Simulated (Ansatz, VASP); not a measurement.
# ZnAg (Ag-Zn stack, (111) layers) in two plane-wave programs

Wanted: the spread between two codes on one cell, functional and k mesh. The cell is taken from a series of runs on this material, whose earlier steps may have relaxed, scaled, displaced or heated it; both programs get it as it stands.

Program: Ansatz 0.2.0. Level of theory: plane waves, with VASP 6.6.1 beside it; PBEsol. Results are calculated unless marked as measured.

### Step 1. Starting point

The cell holds 2 atoms: 1 Ag and 1 Zn. Cell: a = 2.700 Å, b = 2.700 Å, c = 28.333 Å, α = 90.0°, β = 90.0°, γ = 120.0°. It derives from ZnAg. Vacuum lies along c.

As a file:

```xyz
2
Lattice="2.7002 0.0000 0.0000 -1.3501 2.3385 0.0000 0.0000 0.0000 28.3331" Properties=species:S:1:pos:R:3
Ag    0.0000    0.0000    5.4307
Zn    0.0000    1.5590    7.8359
```

### Step 2. VASP: zone-centre phonons, PBEsol

Second derivatives magnify differences that forces hide, and they need a tight electronic threshold.

Lines of VASP's logs that name or quote its potential files are left out, and so is its time.

INCAR

```
SYSTEM = ZnAg
PREC = Accurate
ENCUT = 500
EDIFF = 1E-08
NELM = 120
ISMEAR = 1
SIGMA = 0.2
LREAL = .FALSE.
ALGO = Normal
GGA = PS
NBANDS = 17
LASPH = .TRUE.
LORBIT = 11
LWAVE = .FALSE.
LCHARG = .FALSE.
ISIF = 2
IBRION = 8
GGA_COMPAT = .FALSE.
NELMDL = -8
KPAR = 2
```

POSCAR

```
ZnAg
1.0
    2.7002214964      0.0000000000      0.0000000000
   -1.3501107482      2.3384604117      0.0000000000
    0.0000000000      0.0000000000     28.3331198725
Ag Zn
1 1
Direct
    0.0000000000      0.0000000000      0.1916725709
    0.3333333333      0.6666666667      0.2765624862
```

KPOINTS

```
Automatic mesh
0
Gamma
6 6 1
0 0 0
```

Potentials, in the order of the species: Ag and Zn (PBE family, release 64).

The run is started by

```console
$ mpirun -np 2 vasp_std
```

Numbers of over 12 decimals in the logs are rounded to 6 here.

Log:

```text
[banner, memory and clock lines left out]
running    2 mpi-ranks, on    1 nodes
 distrk:  each k-point on    1 cores,    2 groups
 distr:  one band on    1 cores,    1 groups

 POSCAR found type information on POSCAR AgZn
 POSCAR found :  2 types and       2 ions
|                                                                             |
|               ----> ADVICE to this user running VASP <----                  |
|                                                                             |
|     You enforced a specific xc type in the INCAR file but a different       |
|     [... a line on the potential file left out ...]
|     I HOPE YOU KNOW WHAT YOU ARE DOING!                                     |
|                                                                             |

 LDA part: xc-table for (Slater+PW92), standard interpolation
 POSCAR, INCAR and KPOINTS ok, starting setup
 FFT: planning ... GRIDC
 FFT: planning ... GRID_SOFT
 FFT: planning ... GRID
 WAVECAR not read
 entering main loop
       N       E                     dE             d eps       ncg     rms          rms(c)
DAV:   1     0.121892014781E+03    0.12189E+03   -0.89522E+03   238   0.104E+03
DAV:   2    -0.167577453903E+00   -0.12206E+03   -0.12036E+03   287   0.234E+02
DAV:   3    -0.472773574422E+01   -0.45602E+01   -0.45525E+01   288   0.623E+01
DAV:   4    -0.476275592377E+01   -0.35020E-01   -0.35015E-01   269   0.524E+00
DAV:   5    -0.476347600178E+01   -0.72008E-03   -0.72008E-03   333   0.583E-01
DAV:   6    -0.476348422256E+01   -0.82208E-05   -0.82210E-05   271   0.529E-02
DAV:   7    -0.476348460251E+01   -0.37996E-06   -0.38004E-06   358   0.825E-03
DAV:   8    -0.476348461679E+01   -0.14278E-07   -0.14184E-07   238   0.979E-04    0.626E+00
DAV:   9    -0.438397781672E+01    0.37951E+00   -0.17088E+00   244   0.184E+01    0.402E+00
DAV:  10    -0.436092545782E+01    0.23052E-01   -0.11794E-01   260   0.260E+00    0.193E+00
DAV:  11    -0.435430869756E+01    0.66168E-02   -0.21521E-02   266   0.152E+00    0.272E-01
DAV:  12    -0.435376953170E+01    0.53917E-03   -0.30271E-03   292   0.996E-01    0.563E-02
DAV:  13    -0.435369761126E+01    0.71920E-04   -0.38845E-04   256   0.210E-01    0.339E-02
DAV:  14    -0.435361035720E+01    0.87254E-04   -0.92746E-05   267   0.590E-02    0.126E-02
[...]
DAV:  20    -0.435369134414E+01   -0.16838E-04   -0.11590E-06   259   0.268E-03    0.857E-04
DAV:  21    -0.435369698917E+01   -0.56450E-05   -0.25094E-07   267   0.316E-03    0.336E-04
DAV:  22    -0.435370145286E+01   -0.44637E-05   -0.12638E-07   195   0.819E-04    0.190E-04
DAV:  23    -0.435370313205E+01   -0.16792E-05   -0.40396E-08   196   0.526E-04    0.127E-04
DAV:  24    -0.435370431711E+01   -0.11851E-05   -0.50068E-08   185   0.697E-04    0.331E-05
DAV:  25    -0.435370443043E+01   -0.11332E-06   -0.11890E-09   215   0.207E-04    0.251E-05
DAV:  26    -0.435370454172E+01   -0.11129E-06   -0.28615E-09   193   0.935E-05    0.933E-06
DAV:  27    -0.435370454752E+01   -0.58003E-08    0.61590E-12   208   0.359E-05
   1 F= -.43537045E+01 E0= -.43542629E+01  d E =0.167520E-02
 Linear response reoptimize wavefunctions to high precision
DAV:   1    -0.435370455273E+01   -0.52064E-08   -0.36144E-13   188   0.186E-05
DAV:   2    -0.435370455279E+01   -0.65484E-10    0.28672E-11   183   0.854E-06
 Linear response DOF=           4
 Linear response progress:
  Degree of freedom:   1/  4
       N       E                     dE             d eps       ncg     rms          rms(c)
RMM:   1    -0.280367696495E+00   -0.28037E+00   -0.19934E-01  1211   0.309E+00
RMM:   2    -0.280257833769E+00    0.10986E-03   -0.24662E-03  1043   0.400E-01    0.814E-02
RMM:   3    -0.279626295029E+00    0.63154E-03   -0.21520E-04  1062   0.996E-02    0.435E-02
RMM:   4    -0.279107497824E+00    0.51880E-03   -0.32975E-04  1121   0.982E-02    0.785E-03
RMM:   5    -0.279073050120E+00    0.34448E-04   -0.54026E-06  1089   0.164E-02    0.384E-03
RMM:   6    -0.278973585052E+00    0.99465E-04   -0.43585E-07  1168   0.398E-03    0.524E-04
RMM:   7    -0.278969589889E+00    0.39952E-05   -0.32464E-08  1169   0.105E-03    0.129E-04
RMM:   8    -0.278966452517E+00    0.31374E-05   -0.41761E-09  1185   0.337E-04    0.377E-05
RMM:   9    -0.278966638642E+00   -0.18613E-06   -0.59117E-10  1196   0.103E-04    0.118E-05
RMM:  10    -0.278966841832E+00   -0.20319E-06   -0.24007E-10  1186   0.385E-05    0.418E-06
RMM:  11    -0.278966848435E+00   -0.66029E-08   -0.57598E-10  1129   0.222E-05    0.182E-06
 first order change of Fermi-energy   0.11100E-03
 force on displaced ion       1 direction 1 :  -0.296   0.000   0.000
 Linear response progress:
  Degree of freedom:   2/  4
       N       E                     dE             d eps       ncg     rms          rms(c)
RMM:   1    -0.352468037837E+00   -0.35247E+00   -0.22517E-01   441   0.327E+00
RMM:   2    -0.351059400287E+00    0.14086E-02   -0.47098E-03   355   0.587E-01    0.109E-01
RMM:   3    -0.351047432016E+00    0.11968E-04   -0.27807E-04   395   0.131E-01    0.690E-02
RMM:   4    -0.351231220472E+00   -0.18379E-03   -0.19790E-04   390   0.904E-02    0.149E-02
RMM:   5    -0.351273744787E+00   -0.42524E-04   -0.91621E-06   399   0.239E-02    0.624E-03
RMM:   6    -0.351225135149E+00    0.48610E-04   -0.13069E-06   399   0.857E-03    0.274E-03
RMM:   7    -0.351189172880E+00    0.35962E-04   -0.21793E-07   391   0.383E-03    0.637E-04
RMM:   8    -0.351175047440E+00    0.14125E-04   -0.34294E-08   424   0.982E-04    0.225E-04
RMM:   9    -0.351174239851E+00    0.80759E-06   -0.14875E-08   412   0.408E-04    0.124E-04
RMM:  10    -0.351174901325E+00   -0.66147E-06   -0.13388E-08   430   0.281E-04    0.739E-05
RMM:  11    -0.351175597835E+00   -0.69651E-06   -0.15426E-08   394   0.279E-04    0.460E-05
RMM:  12    -0.351176672889E+00   -0.10751E-05   -0.65942E-09   420   0.133E-04    0.199E-05
RMM:  13    -0.351176746512E+00   -0.73623E-07   -0.27472E-09   420   0.745E-05    0.113E-05
RMM:  14    -0.351176727365E+00    0.19147E-07   -0.12324E-09   436   0.541E-05    0.739E-06
RMM:  15    -0.351176793601E+00   -0.66236E-07   -0.77727E-10   433   0.407E-05    0.304E-06
RMM:  16    -0.351176798895E+00   -0.52938E-08    0.27228E-10   384   0.204E-05    0.170E-06
 first order change of Fermi-energy  -0.84131E-01
 force on displaced ion       1 direction 3 :   0.000  -0.000  -1.856
 Linear response progress:
  Degree of freedom:   3/  4
       N       E                     dE             d eps       ncg     rms          rms(c)
RMM:   1    -0.201105083300E+00   -0.20111E+00   -0.17265E-02  1058   0.157E+00
RMM:   2    -0.201269715934E+00   -0.16463E-03   -0.41661E-04  1013   0.171E-01    0.527E-02
RMM:   3    -0.200782375854E+00    0.48734E-03   -0.30365E-05  1066   0.379E-02    0.301E-02
RMM:   4    -0.200244977890E+00    0.53740E-03   -0.39753E-05  1125   0.394E-02    0.260E-03
RMM:   5    -0.200251934219E+00   -0.69563E-05   -0.66871E-07  1182   0.474E-03    0.691E-04
RMM:   6    -0.200242553016E+00    0.93812E-05   -0.39771E-08  1197   0.110E-03    0.122E-04
RMM:   7    -0.200241965449E+00    0.58757E-06   -0.49850E-09  1237   0.270E-04    0.370E-05
RMM:   8    -0.200241347686E+00    0.61776E-06   -0.73211E-10  1244   0.991E-05    0.926E-06
RMM:   9    -0.200241347012E+00    0.67389E-09   -0.21959E-10  1222   0.357E-05    0.259E-06
 first order change of Fermi-energy   0.21382E-04
 force on displaced ion       2 direction 1 :  -0.238   0.000   0.000
 Linear response progress:
  Degree of freedom:   4/  4
       N       E                     dE             d eps       ncg     rms          rms(c)
RMM:   1    -0.234822013838E+00   -0.23482E+00   -0.13786E-02   367   0.181E+00
RMM:   2    -0.234740281382E+00    0.81732E-04   -0.11966E-03   364   0.243E-01    0.759E-02
RMM:   3    -0.234650743542E+00    0.89538E-04   -0.76437E-05   404   0.539E-02    0.492E-02
RMM:   4    -0.234549287339E+00    0.10146E-03   -0.13345E-05   428   0.256E-02    0.684E-03
RMM:   5    -0.234537146898E+00    0.12140E-04   -0.29718E-06   399   0.152E-02    0.195E-03
RMM:   6    -0.234537990385E+00   -0.84349E-06   -0.33475E-07   440   0.359E-03    0.101E-03
RMM:   7    -0.234539809954E+00   -0.18196E-05   -0.15498E-07   422   0.173E-03    0.312E-04
RMM:   8    -0.234540608913E+00   -0.79896E-06   -0.16816E-08   415   0.587E-04    0.204E-04
RMM:   9    -0.234542635694E+00   -0.20268E-05   -0.26601E-08   418   0.527E-04    0.119E-04
RMM:  10    -0.234543915564E+00   -0.12799E-05   -0.12550E-08   403   0.252E-04    0.720E-05
RMM:  11    -0.234545440270E+00   -0.15247E-05   -0.15366E-08   436   0.213E-04    0.348E-05
RMM:  12    -0.234545735623E+00   -0.29535E-06   -0.45961E-09   443   0.984E-05    0.242E-05
RMM:  13    -0.234545666102E+00    0.69521E-07   -0.80430E-09   430   0.104E-04    0.112E-05
RMM:  14    -0.234545610530E+00    0.55572E-07   -0.30809E-10   424   0.365E-05    0.672E-06
RMM:  15    -0.234545634300E+00   -0.23770E-07   -0.57533E-10   438   0.360E-05    0.417E-06
RMM:  16    -0.234545670777E+00   -0.36477E-07   -0.87256E-11   406   0.243E-05    0.231E-06
RMM:  17    -0.234545686250E+00   -0.15473E-07    0.49627E-11   414   0.165E-05    0.131E-06
RMM:  18    -0.234545682442E+00    0.38074E-08    0.72116E-11   394   0.107E-05    0.654E-07
 first order change of Fermi-energy   0.81531E-01
 force on displaced ion       2 direction 3 :   0.000  -0.000  -1.869
 Linear response finished
```

From OUTCAR (step 2):

```text
ion  position               nearest neighbor table
   1  0.000  0.000  0.192-   2 2.87   2 2.87   2 2.87
   2  0.333  0.667  0.277-   1 2.87   1 2.87   1 2.87

  LATTYP: Found a hexagonal cell.
 ALAT       =     2.7002214964
 C/A-ratio  =    10.4928873095

 Subroutine GETGRP returns: Found  6 space group operations
 (whereof  6 operations were pure point group operations)

The static configuration has the point symmetry C_3v.

 Found      7 irreducible k-points:

   k-points           NKPTS =      7   k-points in BZ     NKDIM =      7   number of bands    NBANDS=     17

   dimension x,y,z NGX =    20 NGY =   20 NGZ =  210
   dimension x,y,z NGXF=    40 NGYF=   40 NGZF=  420

   ENCUT  =  500.0 eV  36.75 Ry    6.06 a.u.   4.92  4.92 51.66*2*pi/ulx,y,z

   NELECT =      23.0000    total number of electrons

 k-points in reciprocal lattice and weights: Automatic mesh
   0.00000000  0.00000000  0.00000000       0.028
   0.16666667  0.00000000  0.00000000       0.167
   0.33333333 -0.00000000  0.00000000       0.167
   0.50000000  0.00000000  0.00000000       0.083
   0.16666667  0.16666667  0.00000000       0.167
   0.33333333  0.16666667  0.00000000       0.333
   0.33333333  0.33333333  0.00000000       0.056

 average (electrostatic) potential at core
       1 -81.6761       2 -41.8754

  Total       -0.2052640     -0.2052640      0.0597424      0.0000000      0.0000000     -0.0000000
  in kB       -1.8382288     -1.8382288      0.5350191      0.0000000      0.0000000     -0.0000000
  external PRESSURE =      -1.0471461 kB  Pullay stress =       0.0000000 kB

  energy-cutoff  :      500.00
  volume of cell :      178.91
      direct lattice vectors                 reciprocal lattice vectors
     2.700221496  0.000000000  0.000000000     0.370339989  0.213815892  0.000000000
    -1.350110748  2.338460412  0.000000000     0.000000000  0.427631785  0.000000000
     0.000000000  0.000000000 28.333119872     0.000000000  0.000000000  0.035294384

 POSITION                                       TOTAL-FORCE (eV/Angst)
 -----------------------------------------------------------------------------------
      0.00000      0.00000      5.43068         0.000000     -0.000000     -0.027680
     -0.00000      1.55897      7.83588        -0.000000      0.000000      0.027680
 -----------------------------------------------------------------------------------
    total drift:                                0.000001     -0.000000     -0.000988

 Eigenvectors and eigenvalues of the dynamical matrix
 ----------------------------------------------------

   1 f  =    3.345365 THz    21.019550 2PiTHz  111.589373 cm-1    13.835313 meV
             X         Y         Z           dx          dy          dz
      0.000000  0.000000  5.430682     0.000000   -0.000000   -0.612989
     -0.000000  1.558974  7.835878     0.000000    0.000000    0.790091

   2 f  =    1.251226 THz     7.861682 2PiTHz   41.736392 cm-1     5.174651 meV
             X         Y         Z           dx          dy          dz
      0.000000  0.000000  5.430682     0.655813    0.000003   -0.000000
     -0.000000  1.558974  7.835878    -0.754924   -0.000004    0.000000

   3 f  =    1.251226 THz     7.861682 2PiTHz   41.736392 cm-1     5.174651 meV
             X         Y         Z           dx          dy          dz
      0.000000  0.000000  5.430682     0.000003   -0.655813    0.000000
     -0.000000  1.558974  7.835878    -0.000004    0.754924    0.000000

   4 f/i=    0.005725 THz     0.035972 2PiTHz    0.190970 cm-1     0.023677 meV
             X         Y         Z           dx          dy          dz
      0.000000  0.000000  5.430682     0.000000    0.000000    0.790091
     -0.000000  1.558974  7.835878     0.000000    0.000000    0.612989

   5 f/i=    0.067267 THz     0.422649 2PiTHz    2.243774 cm-1     0.278192 meV
             X         Y         Z           dx          dy          dz
      0.000000  0.000000  5.430682     0.000255    0.754924   -0.000000
     -0.000000  1.558974  7.835878     0.000221    0.655813    0.000000

   6 f/i=    0.067267 THz     0.422649 2PiTHz    2.243774 cm-1     0.278192 meV
             X         Y         Z           dx          dy          dz
      0.000000  0.000000  5.430682     0.754924   -0.000255    0.000000
     -0.000000  1.558974  7.835878     0.655813   -0.000221    0.000000

 ELASTIC MODULI CONTR FROM IONIC RELAXATION (kBar)
 Direction    XX          YY          ZZ          XY          YZ          ZX
 --------------------------------------------------------------------------------
 XX         -38.5707    -37.6398    -58.0675      0.0000      1.4410      0.0000
 YY         -37.6398    -38.5707    -58.0675     -0.0000     -1.4410      0.0000
 ZZ         -58.0675    -58.0675    -88.4875     -0.0000      0.0000      0.0000
 XY           0.0000     -0.0000     -0.0000     -0.4655     -0.0000      2.2298
 YZ           1.4410     -1.4410      0.0000     -0.0000     -4.4608      0.0000
 ZX           0.0000      0.0000      0.0000      2.2298      0.0000    -10.6818
 --------------------------------------------------------------------------------
```

This run has no spin polarisation. Its electron count is odd, so without a moment it is a metal by construction.

(Part 1 of 2 ends here.)

[Lines on the potential files, build, host, timing and source positions are cut from VASP's logs without a mark.]

[Logs are printed without paths, hosts, clocks, repeated set-up lines and the standing remarks that a program may print on its own settings, such as how far it seeks lower states.]

[Hosts, paths, dates, database ids (printed as entryN), source tags and the programs' standing remarks are cut or masked in the printed files.]
